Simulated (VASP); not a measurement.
# A VASP study of TiC (AM05): structure first, properties next

Wanted: the relaxed cell of TiC and its properties. The steps: full relaxation (AM05), second relaxation, density, ELF and potential (AM05), band structure (AM05), total and projected DOS (AM05), volume scan with AM05, fit for AM05 and electric field gradients (AM05). The start is a cell from a database of measured crystal structures.

Main program and level: VASP 6.6.1; AM05; plane waves and PAW (Ti_sv, C).

Report form: the programs' logs are mostly left out.

The database entry behind the starting cell differs from later determinations by our own check (0.1 to 0.3 % short, probably kX units), so it need not match the best structure at ambient conditions.

**1. The starting structure**

Before any relaxation, the start is as follows. Symmetry: Fm-3m, No. 225, cubic system. Conventional cell: a = 4.319 Å, b = 4.319 Å, c = 4.319 Å, α = 90.00°, β = 90.00°, γ = 90.00°. Nearest to Ti lie 6 C at 2.16 Å. Nearest to C lie 6 Ti at 2.16 Å. Farther neighbours are not listed.

**2. Full relaxation (AM05)**

The start need not lie at this functional's minimum. ISIF = 3 frees volume, shape and positions, and EDIFFG sets the threshold on forces and stress at which the search stops. AM05 is built from the electron gas and the surface model, and does well on lattice constants.

INCAR

```
SYSTEM = TiC
PREC = Accurate
ENCUT = 520
EDIFF = 1E-06
NELM = 100
ISMEAR = 0
SIGMA = 0.05
LREAL = .FALSE.
ALGO = Normal
GGA = AM
NBANDS = 14
LASPH = .TRUE.
LORBIT = 11
LWAVE = .FALSE.
LCHARG = .FALSE.
KPAR = 2
IBRION = 2
NSW = 60
ISIF = 3
EDIFFG = -0.01
```

POSCAR

```
TiC
1.0
    0.0000000000      2.1593000000      2.1593000000
    2.1593000000      0.0000000000      2.1593000000
    2.1593000000      2.1593000000      0.0000000000
Ti C
1 1
Direct
    0.0000000000      0.0000000000      0.0000000000
    0.5000000000      0.5000000000      0.5000000000
```

KPOINTS

```
Automatic mesh
0
Gamma
8 8 8
0 0 0
```

PAW data sets: Ti_sv and C (PBE family, release 64).

Launch:

```console
$ mpirun -np 2 vasp_std
```

The job ended after 17 s (2 MPI ranks of Intel Xeon Platinum 8375C at 2.90GHz (Ice Lake), shared host; peak memory 0.26 GiB; 32 s of CPU time).

The k-mesh is coarse for a metal. The PAW data sets were made with PBE, which is usual practice but a small mismatch for other functionals. The run keeps the 48 symmetry operations of its start, so it cannot find a distortion of lower symmetry.

The steps of the relaxation:

| step | energy less that of the first step (eV) | largest force (eV/Å) | pressure (GPa) | volume (Å³) |
| --- | --- | --- | --- | --- |
| 1 | 0.0000 | 0.0000 | -5.24 | 20.14 |
| 2 | 0.0059 | 0.0000 | 7.71 | 19.19 |
| 3 | -0.0067 | 0.0000 | -0.04 | 19.73 |

| conventional cell, symmetrised | before | after | change |
| --- | --- | --- | --- |
| a (Å) | 4.319 | 4.290 | -0.7 % |
| b (Å) | 4.319 | 4.290 | -0.7 % |
| c (Å) | 4.319 | 4.290 | -0.7 % |
| volume (Å³/atom) | 10.07 | 9.87 | -2.0 % |

Final coordinates:

```cif
data_structure
_symmetry_space_group_name_H-M 'P 1'
_symmetry_Int_Tables_number 1
_cell_length_a 3.0332
_cell_length_b 3.0332
_cell_length_c 3.0332
_cell_angle_alpha 60.000
_cell_angle_beta 60.000
_cell_angle_gamma 60.000
_cell_volume 19.73
loop_
_atom_site_label
_atom_site_type_symbol
_atom_site_fract_x
_atom_site_fract_y
_atom_site_fract_z
_atom_site_occupancy
Ti1 Ti 0.00000 0.00000 0.00000 1
C2 C 0.50000 0.50000 0.50000 1
```

This step gave:

| Property | Result |
| --- | --- |
| electrons | 16 |
| bands | 14 |
| irreducible k-points | 29 |
| symmetry operations | 48 |
| free energy (TOTEN) | -19.33 eV |
| energy at zero smearing | -19.33 eV |
| Fermi energy | 9.629 eV |
| pressure | -0.03770 GPa |
| metallic | yes |
| SCF cycles over all ionic steps | 36 |

It ends with forces that vanish by symmetry and a pressure of -0.04 GPa. The volume lies -2.0 % from that of the database's start, which holds the thermal and zero-point expansion of its experiment.

**3. Second relaxation**

A relaxation keeps the plane waves of the cell it began with, so it is repeated from the new cell, on a basis made for it.

INCAR is that of step 2.

POSCAR

```
TiC
1.0
    0.0000000000      2.1447736535      2.1447736535
    2.1447736535      0.0000000000      2.1447736535
    2.1447736535      2.1447736535      0.0000000000
Ti C
1 1
Direct
    0.0000000000      0.0000000000      0.0000000000
    0.5000000000      0.5000000000      0.5000000000
```

KPOINTS is that of step 2.

Launch:

```console
$ mpirun -np 2 vasp_std
```

The job ended after 10 s (2 MPI ranks; peak memory 0.26 GiB; 19 s of CPU time).

Little changed from the start: no atom moved by 0.005 Å and no cell edge by 0.1 %.

Numbers from this step:

| Property | Result |
| --- | --- |
| pressure | -0.05434 GPa |
| SCF cycles over all ionic steps | 14 |

It ends with forces that vanish by symmetry and a pressure of -0.05 GPa. The volume moved by under 0.01 %: the run met its threshold at the first step.

**4. Density, ELF and potential (AM05)**

A single point on the relaxed cell gives a clean self-consistent state, with density, ELF and potential written out.

Changes to INCAR since step 3:

```diff
@@ -14,7 +14,5 @@
 LWAVE = .FALSE.
-LCHARG = .FALSE.
-KPAR = 2
-IBRION = 2
-NSW = 60
-ISIF = 3
-EDIFFG = -0.01
+LCHARG = .TRUE.
+ISIF = 2
+LELF = .TRUE.
+LVHAR = .TRUE.
```

POSCAR is that of step 3.

KPOINTS is that of step 3.

Launch:

```console
$ mpirun -np 2 vasp_std
```

It took 12 s on 2 MPI ranks; peak memory 0.23 GiB; 23 s of CPU time.

This step gave:

```
SCF cycles : 14
```

Valence electrons inside each PAW sphere by angular momentum. Sphere charges, by row:

| atom | s (e) | p (e) | d (e) | tot (e) |
| --- | --- | --- | --- | --- |
| Ti1 | 2.206 | 6.265 | 2 | 10.47 |
| C2 | 0.892 | 1.505 | 0 | 2.397 |

ELF in the ac plane of the conventional cell at fractional y = 0.000, with atoms of Ti and C within 0.2 Å of it. It is the smooth field of the valence electrons, not physical close to the nuclei.

Ten even steps from '_' (0.11) to '@' (0.96), each cell a mean:
```
@@##--::++##--::++##--..==%%
++--....++####**####--__::==
::..__..--++++**++==::____..
==----......::::......::----
####**--__..----::__..==####
==**##--..--##%%++::..++##++
__==##==::++@@@@%%--::****::
::++##--..==%%@@##--::++##--
**####--__::==++--....++####
**++==::____..::..__..--++++
::......::----==----......::
--::__..==########**--__..--
%%++::..++##++==**##--..--##
@@%%--::****::__==##==::++@@
```
Columns run along a (4.3 Å), rows up along c (4.3 Å), edges of the conventional cell, whose origin can differ from the input's. Atoms in or near the plane, at fractional coordinates: Ti at (0.00, 0.00), Ti at (0.50, 0.50), C at (0.50, 0.00), C at (0.00, 0.50).

Valence density in the ac plane of the conventional cell at fractional y = 0.000, with atoms of Ti and C within 0.2 Å of it. It is the smooth field of the valence electrons, not physical close to the nuclei.

Ten even steps from '_' (0 e/Å³) to '@' (13 e/Å³), each cell a mean:
```
%%==..______....________::**
--..______________________::
____________________________
____________________________
____________....____________
..________..==++--__________
__..______--%%@@++..______..
..________::**%%==..______..
____________::--..__________
____________________________
____________________________
..________________________..
++--__________..________..==
@@++..______..__..______--%%
```
Columns run along a (4.3 Å), rows up along c (4.3 Å), edges of the conventional cell, whose origin can differ from the input's. Atoms in or near the plane, at fractional coordinates: Ti at (0.00, 0.00), Ti at (0.50, 0.50), C at (0.50, 0.00), C at (0.00, 0.50).

Electrostatic potential energy in the ac plane of the conventional cell at fractional y = 0.000, with atoms of Ti and C within 0.2 Å of it. With pseudopotentials it is smooth inside the atoms' cores, unlike the true potential.

Ten even steps from '0' (-62 eV) to '9' (0 eV), each cell a mean:
```
01489634389620
23699865799852
67999999999986
99999988899999
78999644589998
35897310258973
73796200048954
43896200148963
57998522369986
99999866799999
88999999999998
45899987899964
02589733589731
00489547379620
```
Columns run along a (4.3 Å; values clipped at the 3rd and 97th percentile), rows up along c (4.3 Å), edges of the conventional cell, whose origin can differ from the input's. Atoms in or near the plane, at fractional coordinates: Ti at (0.00, 0.00), Ti at (0.50, 0.50), C at (0.50, 0.00), C at (0.00, 0.50).

In this run the pressure is -0.05 GPa, small enough to go on.

**5. Band structure (AM05)**

Levels along the symmetry lines show where the bands peak and cross; KPOINTS_OPT computes them in the converged potential.

INCAR

```
SYSTEM = TiC
PREC = Accurate
ENCUT = 520
EDIFF = 1E-06
NELM = 100
ISMEAR = 0
SIGMA = 0.05
LREAL = .FALSE.
ALGO = Normal
GGA = AM
NBANDS = 20
LASPH = .TRUE.
LORBIT = 11
LWAVE = .FALSE.
LCHARG = .FALSE.
KPAR = 2
```

POSCAR is that of step 4.

KPOINTS is that of step 4.

KPOINTS_OPT

```
Line mode
16
Line-mode
Reciprocal
  0.00000000   0.00000000   0.00000000 GAMMA
  0.50000000   0.00000000   0.50000000 X

  0.50000000   0.00000000   0.50000000 X
  0.50000000   0.25000000   0.75000000 W

  0.50000000   0.25000000   0.75000000 W
  0.37500000   0.37500000   0.75000000 K

  0.37500000   0.37500000   0.75000000 K
  0.00000000   0.00000000   0.00000000 GAMMA

  0.00000000   0.00000000   0.00000000 GAMMA
  0.50000000   0.50000000   0.50000000 L

  0.50000000   0.50000000   0.50000000 L
  0.62500000   0.25000000   0.62500000 U

  0.62500000   0.25000000   0.62500000 U
  0.50000000   0.25000000   0.75000000 W

  0.50000000   0.25000000   0.75000000 W
  0.50000000   0.50000000   0.50000000 L

  0.50000000   0.50000000   0.50000000 L
  0.37500000   0.37500000   0.75000000 K

  0.62500000   0.25000000   0.62500000 U
  0.50000000   0.00000000   0.50000000 X
```

Launch:

```console
$ mpirun -np 2 vasp_std
```

Wall time 32 s (2 MPI ranks); peak memory 0.28 GiB.

Numbers from this step:

* bands: 20
* pressure: -0.07220 GPa

Electronic bands along the path, in eV, zero at the Fermi level; # counts the bands kept:

| point | #1 | #2 | #3 | #4 | #5 | #6 | #7 | #8 |
| --- | --- | --- | --- | --- | --- | --- | --- | --- |
| Γ | -12.46 | 0.70 | 0.70 | 0.70 | 1.78 | 1.78 | 1.78 | 1.82 |
| 0.53 of the way | -10.77 | -3.64 | -0.80 | -0.39 | -0.39 | 2.38 | 4.02 | 4.02 |
| X | -10.11 | -3.45 | -1.75 | 0.03 | 0.03 | 2.88 | 3.69 | 3.69 |
| 0.53 of the way | -9.78 | -3.42 | -2.58 | -1.72 | 1.41 | 3.61 | 3.70 | 4.34 |
| W | -9.47 | -3.20 | -3.20 | -2.74 | 2.92 | 2.92 | 3.70 | 5.45 |
| 0.47 of the way | -9.51 | -3.39 | -3.34 | -2.23 | 2.15 | 3.25 | 3.85 | 5.44 |
| K | -9.55 | -3.56 | -3.39 | -1.72 | 1.52 | 3.29 | 4.02 | 5.70 |
| 0.47 of the way | -10.36 | -3.68 | -2.37 | -2.23 | 1.76 | 3.00 | 3.88 | 4.77 |
| Γ | -12.46 | 0.70 | 0.70 | 0.70 | 1.78 | 1.78 | 1.78 | 1.82 |
| 0.53 of the way | -10.92 | -3.06 | -1.87 | -1.87 | 1.95 | 1.95 | 3.05 | 6.37 |
| L | -8.77 | -5.99 | -2.96 | -2.96 | 3.06 | 3.06 | 4.30 | 8.31 |
| 0.47 of the way | -9.03 | -5.30 | -3.03 | -2.62 | 2.67 | 3.05 | 4.05 | 7.07 |
| U | -9.55 | -3.56 | -3.39 | -1.72 | 1.52 | 3.29 | 4.02 | 5.70 |
| 0.47 of the way | -9.51 | -3.42 | -3.35 | -2.13 | 2.03 | 3.26 | 3.88 | 5.48 |
| W | -9.47 | -3.20 | -3.20 | -2.74 | 2.92 | 2.92 | 3.70 | 5.45 |
| 0.53 of the way | -9.10 | -5.09 | -3.04 | -2.57 | 2.75 | 2.92 | 4.00 | 6.87 |
| L | -8.77 | -5.99 | -2.96 | -2.96 | 3.06 | 3.06 | 4.30 | 8.31 |
| 0.53 of the way | -9.10 | -5.10 | -3.06 | -2.52 | 2.57 | 3.06 | 4.02 | 6.82 |
| K | -9.55 | -3.56 | -3.39 | -1.72 | 1.52 | 3.29 | 4.02 | 5.70 |
| jump to U | -9.55 | -3.56 | -3.39 | -1.72 | 1.52 | 3.29 | 4.02 | 5.70 |
| 0.47 of the way | -9.93 | -3.44 | -2.43 | -0.76 | 0.55 | 3.58 | 3.80 | 3.99 |
| X | -10.11 | -3.45 | -1.75 | 0.03 | 0.03 | 2.88 | 3.69 | 3.69 |

Of the projections kept (Ti, C), the largest for each band there; the rest of the weight can lie on other orbitals:

| point | #1 | #2 | #3 | #4 | #5 | #6 | #7 | #8 |
| --- | --- | --- | --- | --- | --- | --- | --- | --- |
| Γ | C 0.68 | Ti 1.00 | Ti 1.00 | Ti 1.00 | C 0.93 | C 0.93 | C 0.94 | Ti 1.00 |
| X | C 0.67 | C 0.58 | Ti 1.00 | C 0.79 | C 0.79 | Ti 1.00 | Ti 1.00 | Ti 1.00 |
| W | C 0.70 | Ti 0.58 | Ti 0.58 | Ti 0.54 | Ti 0.81 | Ti 0.81 | Ti 1.00 | Ti 0.89 |
| K | C 0.70 | Ti 0.62 | Ti 0.51 | Ti 0.54 | Ti 0.78 | Ti 1.00 | Ti 0.91 | Ti 0.81 |
| Γ | C 0.68 | Ti 1.00 | Ti 1.00 | Ti 1.00 | C 0.93 | C 0.94 | C 0.94 | Ti 1.00 |
| L | C 0.79 | Ti 0.60 | Ti 0.63 | Ti 0.63 | Ti 0.99 | Ti 0.99 | Ti 0.86 | Ti 0.53 |

There is no gap at this level.

Of the bands kept, 4 cross the Fermi level on this path.

**6. Total and projected DOS (AM05)**

Here the states are counted by energy and projected on the atoms. The mesh is finer than in the run before.

Changes to INCAR since step 5:

```diff
@@ -5,3 +5,3 @@
 NELM = 100
-ISMEAR = 0
+ISMEAR = -5
 SIGMA = 0.05
@@ -16 +16,2 @@
 KPAR = 2
+NEDOS = 2001
```

POSCAR is that of step 5.

KPOINTS

```
Automatic mesh
0
Gamma
11 11 11
0 0 0
```

Launch:

```console
$ mpirun -np 2 vasp_std
```

Elapsed: 12 s, on 2 MPI ranks; peak memory 0.28 GiB.

With tetrahedra the forces and stress of a metal are not exact derivatives of the energy.

Numbers from this step:

```yaml
scf_cycles: 15
irreducible_k_points: 56
fermi_energy: 9.691 eV
pressure: -0.06673 GPa
dos_at_the_fermi_level: 0.2274 states/eV/cell
```

The density of states has structure finer than the step of the table below, so its rows give means over 0.5 eV, whole bins alone (the curve runs from -12.0 to 1.74 eV). Peaks (eV: height): total -9.43: 2.12, -4.03: 1.40, -2.99: 2.81, -2.52: 3.25; Ti d -9.53: 0.224, -4.03: 0.277, -2.99: 0.959, -2.52: 1.22; C p -4.03: 0.345, -2.99: 0.682, -2.52: 0.870; Ti p -9.43: 0.136, -3.56: 0.135, -3.09: 0.193, -2.52: 0.0979; Ti s -10.09: 0.0443, -4.60: 0.0821, -2.52: 0.0206.

States under -12.0 eV and over 1.7 eV are left out. Table of density of states by energy, zero at the Fermi level; means over each step; values in states/eV/cell:

| energy (eV) | total | Ti d | C p | Ti p | Ti s | C s |
| --- | --- | --- | --- | --- | --- | --- |
| -11.5 | 0.177 | 9.4e-4 | 0.00121 | 0.00585 | 0.0226 | 0.0635 |
| -11.0 | 0.263 | 0.00380 | 0.00221 | 0.0122 | 0.0279 | 0.0980 |
| -10.5 | 0.429 | 0.0166 | 0.00330 | 0.0229 | 0.0332 | 0.169 |
| -10.0 | 1.03 | 0.103 | 0.00453 | 0.0463 | 0.0394 | 0.439 |
| -9.5 | 1.64 | 0.165 | 0.00429 | 0.0991 | 0.0236 | 0.736 |
| -9.0 | 0.332 | 0.0156 | 9.3e-4 | 0.0310 | 0.00338 | 0.151 |
| -8.5 | 0 | 0 | 0 | 0 | 0 | 0 |
| -8.0 | 0 | 0 | 0 | 0 | 0 | 0 |
| -7.5 | 0 | 0 | 0 | 0 | 0 | 0 |
| -7.0 | 0 | 0 | 0 | 0 | 0 | 0 |
| -6.5 | 0 | 0 | 0 | 0 | 0 | 0 |
| -6.0 | 0.0322 | 0.00574 | 0.00664 | 3.5e-4 | 0.00394 | 4.0e-4 |
| -5.5 | 0.231 | 0.0424 | 0.0484 | 0.00436 | 0.0257 | 0.00345 |
| -5.0 | 0.503 | 0.0984 | 0.109 | 0.0141 | 0.0471 | 0.00840 |
| -4.5 | 0.980 | 0.203 | 0.225 | 0.0385 | 0.0726 | 0.0163 |
| -4.0 | 1.20 | 0.232 | 0.293 | 0.0840 | 0.0568 | 0.0169 |
| -3.5 | 0.796 | 0.147 | 0.198 | 0.0789 | 0.0173 | 0.00962 |
| -3.0 | 2.25 | 0.725 | 0.541 | 0.139 | 0.00814 | 0.00745 |
| -2.5 | 2.58 | 0.977 | 0.665 | 0.0808 | 0.0129 | 0.00613 |
| -2.0 | 1.51 | 0.584 | 0.374 | 0.0479 | 0.00738 | 0.00453 |
| -1.5 | 0.909 | 0.340 | 0.239 | 0.0315 | 0.00398 | 0.00299 |
| -1.0 | 0.602 | 0.212 | 0.169 | 0.0244 | 0.00195 | 0.00170 |
| -0.5 | 0.330 | 0.115 | 0.0932 | 0.0147 | 6.7e-4 | 6.6e-4 |
| 0.0 | 0.244 | 0.0992 | 0.0580 | 0.0105 | 5.1e-4 | 3.9e-4 |
| 0.5 | 0.422 | 0.215 | 0.0731 | 0.0134 | 0.00175 | 0.00118 |
| 1.0 | 0.692 | 0.428 | 0.0821 | 0.0126 | 0.00333 | 0.00238 |

The finer mesh and the other smearing move the Fermi level by +0.06 eV from the 8×8×8 run, one measure of the sampling error in the zero of the bands above. Of the states within 0.3 eV of the Fermi level, the largest shares in the PAW spheres are Ti d 41 % and C p 24 %. The rest lies in smaller channels or between the spheres.

**7. Volume scan with AM05**

An equation of state needs energies on both sides of the minimum, all on one mesh and cutoff.

INCAR

```
SYSTEM = TiC
PREC = Accurate
ENCUT = 520
EDIFF = 1E-06
NELM = 100
ISMEAR = 0
SIGMA = 0.05
LREAL = .FALSE.
ALGO = Normal
GGA = AM
NBANDS = 14
LASPH = .TRUE.
LORBIT = 11
LWAVE = .FALSE.
LCHARG = .FALSE.
KPAR = 2
ISIF = 2
```

POSCAR

```
TiC
1.0
    0.0000000000      2.1009904773      2.1009904773
    2.1009904773      0.0000000000      2.1009904773
    2.1009904773      2.1009904773      0.0000000000
Ti C
1 1
Direct
    0.0000000000      0.0000000000      0.0000000000
    0.5000000000      0.5000000000      0.5000000000
```

KPOINTS

```
Automatic mesh
0
Gamma
8 8 8
0 0 0
```

Launch:

```console
$ mpirun -np 2 vasp_std
```

Wall time 14 s (2 MPI ranks); peak memory 0.26 GiB; 26 s of CPU time.

The scan keeps the cell's shape and the fractional positions fixed.

This step gave:

```yaml
bands: 14
irreducible_k_points: 29
free_energy_toten: -19.27 eV
energy_at_zero_smearing: -19.27 eV
fermi_energy: 10.37 eV
pressure: 18.56 GPa
```

The pressure here is 18.56 GPa.

**8. Volume scan with AM05 (run 2)**

INCAR is that of step 7.

POSCAR

```
TiC
1.0
    0.0000000000      2.1157866724      2.1157866724
    2.1157866724      0.0000000000      2.1157866724
    2.1157866724      2.1157866724      0.0000000000
Ti C
1 1
Direct
    0.0000000000      0.0000000000      0.0000000000
    0.5000000000      0.5000000000      0.5000000000
```

KPOINTS is that of step 7.

Launch:

```console
$ mpirun -np 2 vasp_std
```

Wall time 10 s (2 MPI ranks); peak memory 0.25 GiB.

Numbers from this step:

```
SCF cycles              : 14
free energy (TOTEN)     : -19.30 eV
energy at zero smearing : -19.30 eV
Fermi energy            : 10.12 eV
pressure                : 11.73 GPa
```

The pressure falls from 18.56 to 11.73 GPa.

The run ends at a pressure of 11.73 GPa.

**9. Volume scan with AM05 (run 3)**

INCAR is that of step 8.

POSCAR

```
TiC
1.0
    0.0000000000      2.1303787657      2.1303787657
    2.1303787657      0.0000000000      2.1303787657
    2.1303787657      2.1303787657      0.0000000000
Ti C
1 1
Direct
    0.0000000000      0.0000000000      0.0000000000
    0.5000000000      0.5000000000      0.5000000000
```

KPOINTS is that of step 8.

Launch:

```console
$ mpirun -np 2 vasp_std
```

The job ended after 11 s (2 MPI ranks; peak memory 0.25 GiB).

The pressure falls from 11.73 to 5.54 GPa.

The run ends at a pressure of 5.54 GPa.

**10. Volume scan with AM05 (run 4)**

INCAR is that of step 9.

POSCAR

```
TiC
1.0
    0.0000000000      2.1447736535      2.1447736535
    2.1447736535      0.0000000000      2.1447736535
    2.1447736535      2.1447736535      0.0000000000
Ti C
1 1
Direct
    0.0000000000      0.0000000000      0.0000000000
    0.5000000000      0.5000000000      0.5000000000
```

KPOINTS is that of step 9.

Launch:

```console
$ mpirun -np 2 vasp_std
```

Elapsed: 8 s, on 2 MPI ranks; peak memory 0.25 GiB.

The pressure falls from 5.54 to -0.05 GPa, so it vanishes between these two volumes.

**11. Volume scan with AM05 (run 5)**

INCAR is that of step 10.

POSCAR

```
TiC
1.0
    0.0000000000      2.1589778665      2.1589778665
    2.1589778665      0.0000000000      2.1589778665
    2.1589778665      2.1589778665      0.0000000000
Ti C
1 1
Direct
    0.0000000000      0.0000000000      0.0000000000
    0.5000000000      0.5000000000      0.5000000000
```

KPOINTS is that of step 10.

Launch:

```console
$ mpirun -np 2 vasp_std
```

It took 10 s on 2 MPI ranks; peak memory 0.25 GiB.

The pressure falls from -0.05 to -5.13 GPa.

The run ends at a pressure of -5.13 GPa.

**12. Volume scan with AM05 (run 6)**

INCAR is that of step 11.

POSCAR

```
TiC
1.0
    0.0000000000      2.1729975961      2.1729975961
    2.1729975961      0.0000000000      2.1729975961
    2.1729975961      2.1729975961      0.0000000000
Ti C
1 1
Direct
    0.0000000000      0.0000000000      0.0000000000
    0.5000000000      0.5000000000      0.5000000000
```

KPOINTS is that of step 11.

Launch:

```console
$ mpirun -np 2 vasp_std
```

Wall time 9 s (2 MPI ranks); peak memory 0.26 GiB.

The pressure falls from -5.13 to -9.64 GPa.

The run ends at a pressure of -9.64 GPa.

**13. Volume scan with AM05 (run 7)**

INCAR is that of step 12.

POSCAR

```
TiC
1.0
    0.0000000000      2.1868387183      2.1868387183
    2.1868387183      0.0000000000      2.1868387183
    2.1868387183      2.1868387183      0.0000000000
Ti C
1 1
Direct
    0.0000000000      0.0000000000      0.0000000000
    0.5000000000      0.5000000000      0.5000000000
```

KPOINTS is that of step 12.

Launch:

```console
$ mpirun -np 2 vasp_std
```

The job ended after 13 s (2 MPI ranks; peak memory 0.26 GiB; 24 s of CPU time).

The pressure falls from -9.64 to -13.86 GPa.

The run ends at a pressure of -13.86 GPa.

**14. Fit for AM05**

This step: Birch-Murnaghan fit, AM05; plane waves and PAW (VASP 6.6.1).

No new run; the numbers come from the runs before.

This step gave:

```
pressure derivative of the bulk modulus : 4.108
r.m.s. error of the fit                 : 4.53e-6 eV/atom
minimum inside the sampled range        : yes
bulk modulus                            : 264.7 GPa
equilibrium volume of the fit           : 9.867 Å³/atom
```

Table of energy above the fitted minimum by volume:

| volume (Å³/atom) | energy above the fitted minimum (eV/atom) |
| --- | --- |
| 9.274 | 0.0327 |
| 9.471 | 0.0140 |
| 9.669 | 0.00341 |
| 9.866 | 6.5e-6 |
| 10.063 | 0.00312 |
| 10.261 | 0.0121 |
| 10.458 | 0.0265 |

The fitted volume lies +0.01 % from the relaxed one.

(Part 1 of 2 ends here.)

[Lines on the potential files, build, host, timing and source positions are cut from VASP's logs without a mark.]

[Logs are printed without paths, hosts, clocks, repeated set-up lines and the standing remarks that a program may print on its own settings, such as how far it seeks lower states.]

[Hosts, paths, dates, database ids (printed as entryN), source tags and the programs' standing remarks are cut or masked in the printed files.]

[A measured line is paired with the nearest computed mode of its activity, which favours agreement.]
